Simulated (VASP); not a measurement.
Here is the system:

```
CELL_PARAMETERS angstrom
      4.17316     0.00000     0.00000
     -2.08658     3.61406     0.00000
      0.00000     0.00000    19.46456
ATOMIC_POSITIONS crystal
  I  0.66667 0.33333 0.41399
  I  0.33333 0.66667 0.58601
  Mg 0.00000 0.00000 0.50000
```

Calculation: optB88-vdW, VASP's PBE PAW potentials (set 64) (plane waves; VASP). Settings: PREC = Normal, 400 eV cut-off, 12×12×1 Γ-centred mesh, Gaussian smearing of 0.050 eV, potentials I Mg.

Unless said otherwise, spin-orbit coupling is left out, though it shifts the bands of the heavy elements here.

**Question.** Predict the energy per atom (σ→0), band gap (on the k-mesh) with the smallest direct gap where there is one.

**Answer.** 
```yaml
band gap (on the k-mesh): 3.66 eV
smallest direct gap (on the k-mesh): 4.00 eV
energy per atom (σ→0): -0.751 eV/atom
```

The cell is a sheet with vacuum, built from MgI2 (1T layered).
